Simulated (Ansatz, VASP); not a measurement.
**Cross-check of Al2O3 (Corundum) between VASP and Ansatz**

Wanted: the spread between two codes on one cell, functional and k mesh. The cell is taken from a series of runs on this material, whose earlier steps may have relaxed, scaled, displaced or heated it; both programs get it as it stands.

Calculated with Ansatz 0.2.0; plane waves, with VASP 6.6.1 beside it; zone-centre phonons at LDA.

### Step 1. The structure

Symmetry: R-3c, No. 167, trigonal system. Conventional cell: a = 4.604 Å, b = 4.604 Å, c = 12.511 Å, α = 90.00°, β = 90.00°, γ = 120.00°. Nearest to O lie 4 Al at 1.79 to 1.90 Å. Al has 6 O at 1.79 to 1.90 Å nearest. Farther neighbours and most contacts between anions are not listed.

### Step 2. Ansatz: zone-centre phonons, LDA

Ansatz runs on its PAW soft_1 files.

Second derivatives magnify differences that forces hide, and they need a tight electronic threshold.

input.yaml

```yaml
crystal:
  lattice:
    - [2.3018629092, 1.3289811703, 4.170460266]
    - [-2.3018629092, 1.3289811703, 4.170460266]
    - [0.0, -2.6579623405, 4.170460266]
  atoms:
    - { symbol: O, position: [0.5567489057, 0.9432510943, 0.25] }
    - { symbol: O, position: [0.25, 0.5567489057, 0.9432510943] }
    - { symbol: O, position: [0.9432510943, 0.25, 0.5567489057] }
    - { symbol: O, position: [0.4432510943, 0.0567489057, 0.75] }
    - { symbol: O, position: [0.75, 0.4432510943, 0.0567489057] }
    - { symbol: O, position: [0.0567489057, 0.75, 0.4432510943] }
    - { symbol: Al, position: [0.3518062718, 0.3518062718, 0.3518062718] }
    - { symbol: Al, position: [0.1481937282, 0.1481937282, 0.1481937282] }
    - { symbol: Al, position: [0.6481937282, 0.6481937282, 0.6481937282] }
    - { symbol: Al, position: [0.8518062718, 0.8518062718, 0.8518062718] }
kpoints:
  mp_grid: { grid: [6, 6, 6] }
hamiltonian:
  xc: lda
  pseudopotentials: { kind: paw, azcp: { folder: soft_1 }, xc_functional: pbe }
scf:
  occupations: { method: fixed }
output:
  eigenvalues: true
phonons:
  method: dfpt
  dielectric: true
  rigid_motions: translations
```

Command:

```
ansatz run input.yaml --threads 8 --pin off --max-ram 20480MiB --backend cpu --events-out ev --progress --plain --runs-dir out
```

Numbers of over 12 decimals in the logs are rounded to 6 here.

The program printed:

```text
Engine: ansatz 0.2.0, aarch64-unknown-linux-gnu
Pseudopotentials: kind: paw
Pseudopotential: O, paw, valence charge 6, recommended cutoff 420 eV (normal), soft_1/O.paw.azcp
Pseudopotential: Al, paw, valence charge 3, recommended cutoff 420 eV (normal), soft_1/Al.paw.azcp
Functional definition: SPW92
  exchange = slater_x
  correlation = pw_c
Crystal: 10 atoms, lattice volume = 76.548 Å³
Basis set: ecut = 420 eV, 1513 PW (Γ), exchange–correlation on 72×72×72 points (8 copies of the dense FFT grid, shifted against one another)
Bands: 34, of which v1, the nominal top of the filled ones, is band 24 counted from 1 (23 counted from 0)
Symmetry: 12 space group operations
k-points: 112 of 216 (irreducible under 1 space group operation, time reversal used)
Non-local potential: O, projectors of the file, l = 0: 2, l = 1: 2, l = 2: 1
Non-local potential: Al, projectors of the file, l = 0: 2, l = 1: 2, l = 2: 1
PAW form: soft (Blöchl's): semilocal exchange-correlation on the pseudo side does not see the compensation charge
PAW frozen core: O, regenerated for the run's functional, and the local potential with it (the file was generated under x = pbe(κ = 0.804, μ = 0.219515), c = pbe(β = 0.066725))
PAW frozen core: Al, regenerated for the run's functional, and the local potential with it (the file was generated under x = pbe(κ = 0.804, μ = 0.219515), c = pbe(β = 0.066725))
PAW one-centre angular grid: O, 110 points (default); XC on 64 Gauss nodes
PAW one-centre angular grid: Al, 110 points (default); XC on 64 Gauss nodes
Initial density: superposition of atomic densities (chi_scale 0.1, normalization cell, long waves kept (reshape's long-wave potential 0.00 eV rms))
Initial wavefunctions: pseudopotential atomic-orbital guess
Functional: x = slater, c = lda
SCF iter   1: F=—  HF=-5403.690989 eV  |F-HF|=—  |Δ(HF+E_count)|=         —  Δρ=1.38e-1  dr2=1.28e1  ethr=3.10e-3  ⟨swp⟩=4.9  Hψ=14896  notcnv=0  defer=731
preconditioner: auto → none  [insulator: Δε(μ)=8.632 eV  Ē_g=19.672 eV  n_scr=14 (ndim 8)  ℏωp=29.4 eV  f_vac=0.000  ε∞_Penn≈3.2]
SCF iter   2: F=—  HF=-5399.843554 eV  |F-HF|=—  |Δ(HF+E_count)|=    3.85e0  Δρ=6.38e-2  dr2=1.20e0  ethr=3.10e-3  ⟨swp⟩=3.5  Hψ=9342  notcnv=0  defer=861
SCF iter   3: F=—  HF=-5399.444687 eV  |F-HF|=—  |Δ(HF+E_count)|=   3.99e-1  Δρ=1.96e-2  dr2=1.36e-1  ethr=2.51e-3  ⟨swp⟩=2.3  Hψ=6583  notcnv=0  defer=803
SCF iter   4: F=—  HF=-5399.401201 eV  |F-HF|=—  |Δ(HF+E_count)|=   4.35e-2  Δρ=1.74e-3  dr2=1.17e-3  ethr=2.83e-4  ⟨swp⟩=2.0  Hψ=4161  notcnv=0  defer=894
SCF iter   5: F=—  HF=-5399.400922 eV  |F-HF|=—  |Δ(HF+E_count)|=   2.79e-4  Δρ=2.51e-4  dr2=1.04e-5  ethr=2.45e-6  ⟨swp⟩=2.5  Hψ=5961  notcnv=0  defer=895
SCF iter   6: F=—  HF=-5399.400924 eV  |F-HF|=—  |Δ(HF+E_count)|=   2.10e-6  Δρ=2.60e-5  dr2=2.26e-7  ethr=2.16e-8  ⟨swp⟩=2.4  Hψ=6217  notcnv=0  defer=593
SCF iter   7: F=—  HF=-5399.400924 eV  |F-HF|=—  |Δ(HF+E_count)|=   2.50e-8  Δρ=4.53e-6  dr2=8.08e-9  ethr=4.71e-10  ⟨swp⟩=2.8  Hψ=6527  notcnv=0  defer=482
SCF iter   8: F=-5399.400924 eV  HF=-5399.400924 eV  |F-HF|=3.09e-11  |Δ(HF+E_count)|=   3.30e-9  Δρ=2.70e-7  dr2=4.87e-11  ethr=1.00e-12  ⟨swp⟩=15.3  Hψ=30637  notcnv=0
SCF 1 converged in 8 iterations: F = -5399.400924 eV  dr2 = 4.87e-11
  greatest PAW one-centre occupation: 0.856 electrons in one spin orbital (limit 2), on the O atom at site 5 (counted from 0), in its partial waves of l = 0
NSCF: frozen V_eff on 6 k-points
DFPT response loops at Γ: preconditioner auto → none (the input reference at scf.mixing.eps_inf says where Resta's filter doesn't serve); β = 0.50; Broyden in place of MSR1
SCF converged after 8 iterations
Free energy (F): -5399.400924 eV
Harris-Foulkes:  -5399.400924 eV  (|F-HF|=3.09e-11)
Internal energy: -5399.400924 eV  (E = F + TS)
E sigma→0 (E₀):  -5399.400924 eV
Fermi energy:    8.813706 eV
--- Per-component energies (eV) ---
  E_band       = 102.471367
  E_kinetic    = 1156.981488
  E_local      = -1861.520198  (includes V_loc(G=0)·N_el)
  E_nonlocal   = 371.992455
  E_hartree    = 705.992475
  E_xc         = -589.716190
  E_vxc        = -683.834397  (∫ρ·V_xc dr)
  E_paw        = -2701.003100  (= ΣΔE_a)
  E_vpaw       = -293.137910  (= ΣTr[D̂ρ^β])
  E_aug_tail   = 0.004884  (compensation charges beyond the density's cutoff)
  E_ewald      = -2482.937134
  E_core_change = 0.804395  (= ΣΔE_core)
  E_smearing   = -0.000000  (= −TS)
  E_closure    = -0.000000  (closes the sum)
  Σ components = -5399.400924   (vs F -5399.400924, Δ=0.00e0)
--- Band table (eV; the first three rows and the last of 112) ---
  k-point 0: bands = [... 20 lower, 8.1503, 8.7062, 8.7062, 8.8137, 16.3012, 18.5364, 20.7092, 21.0675, ... 6 higher]
  k-point 1: bands = [... 20 lower, 7.9490, 8.3722, 8.6532, 8.7334, 16.8957, 19.0714, 20.1421, 20.5775, ... 6 higher]
  k-point 2: bands = [... 20 lower, 7.7833, 8.1241, 8.4744, 8.5551, 18.1293, 19.5081, 19.5637, 20.2351, ... 6 higher]
  k-point 111: bands = [... 20 lower, 8.2978, 8.2978, 8.2978, 8.2978, 18.4137, 18.4137, 20.5499, 20.5499, ... 6 higher]
--- Phonons (Γ-DFPT): 5 representative perturbations + reference, on 112 of 216 k-points (Σ response iterations 16) ---
  k mesh reduced under 1 symmetry operation, with k and −k counted as one. Each operation leaves every solved perturbation unchanged. A smaller set is not considered because the run solves the response to a homogeneous field
  ASR residual: 1.857e-4 → 0.000e0 eV/Å²; symmetrization residual: 1.568e-5 eV/Å²
  ASR residual per site (eV/Å²): 1.86e-4 1.73e-4 1.73e-4 1.86e-4 1.73e-4 1.73e-4 5.45e-5 5.45e-5 5.45e-5 5.45e-5
  Γ frequencies (cm⁻¹): 0.00 0.00 0.00 348.89 399.05 399.05 427.27 441.27 441.27 454.52 473.00 473.00 481.11 481.11 504.73 504.73 579.20 641.18 641.18 659.01 670.95 670.95 692.35 721.98 721.98 731.19 757.35 838.53 858.48 858.48
  ε∞ (high-frequency dielectric tensor):
        3.170528     0.000000    -0.000000
       -0.000000     3.170528    -0.000000
        0.000000    -0.000000     3.125547
  ε⁰ (static dielectric tensor: ions relaxed, cell fixed):
        7.912229     0.000000     0.000000
        0.000000     7.912229     0.000000
        0.000000     0.000000     9.502957
  ε⁰ − ε∞ (ionic part):
        4.741701     0.000000     0.000000
        0.000000     4.741701     0.000000
        0.000000     0.000000     6.377410
  softest optical mode at Γ: 348.89 cm⁻¹; the repairs (sum rule, projections) moved no ω² at Γ by more than (3.35 cm⁻¹)²
  Born effective charges Z* (e; rows j = field, columns β = displacement):
    site 0:
        -2.04376    0.00000   -0.00000
        -0.00000   -1.84828    0.23823
         0.00000    0.32191   -1.92126
    site 1:
        -1.89715    0.08464   -0.20631
         0.08464   -1.99489   -0.11912
        -0.27878   -0.16095   -1.92126
    site 2:
        -1.89715   -0.08464    0.20631
        -0.08464   -1.99489   -0.11912
         0.27878   -0.16095   -1.92126
    site 3:
        -2.04376    0.00000   -0.00000
        -0.00000   -1.84828    0.23823
         0.00000    0.32191   -1.92126
    site 4:
        -1.89715    0.08464   -0.20631
         0.08464   -1.99489   -0.11912
        -0.27878   -0.16095   -1.92126
    site 5:
[...]
site 6:
[...]
site 7:
[...]
site 8:
[...]
site 9:
[...]
Z* charge neutrality: 1.180e-6 e pre-enforcement
  k-mesh period / interband length: 27.6 Å / 1.12 Å = 24.61 at k = (0.0000, 0.0000, 0.0000), direct gap 7.487 eV — 14 or more, which is no proof of convergence
  optical modes at Γ without the LO–TO term, one row a degenerate level:
      ω (cm⁻¹)  modes    IR ((D/Å)²/amu)
[...]
optical modes at Γ + LO–TO along q̂ = [1.0000, 0.0000, 0.0000]:
      ω (cm⁻¹)  modes    IR ((D/Å)²/amu)
[...]
optical modes at Γ + LO–TO along q̂ = [0.0000, 1.0000, 0.0000]:
      ω (cm⁻¹)  modes    IR ((D/Å)²/amu)
[...]
optical modes at Γ + LO–TO along q̂ = [0.0000, 0.0000, 1.0000]:
      ω (cm⁻¹)  modes    IR ((D/Å)²/amu)
[...]
659.01      1             0.0000
        670.95      2            67.2964
        721.98      2            24.4183
        731.19      1             0.0000
        757.35      1             0.0000
        838.53      1             0.0000
        858.48      2             0.0000
        958.12      1            57.6094
```

[end of part 1 of 3]

[Lines on the potential files, build, host, timing and source positions are cut from VASP's logs without a mark.]

[Logs are printed without paths, hosts, clocks, repeated set-up lines and the standing remarks that a program may print on its own settings, such as how far it seeks lower states.]

[Hosts, paths, dates, database ids (printed as entryN), source tags and the programs' standing remarks are cut or masked in the printed files.]
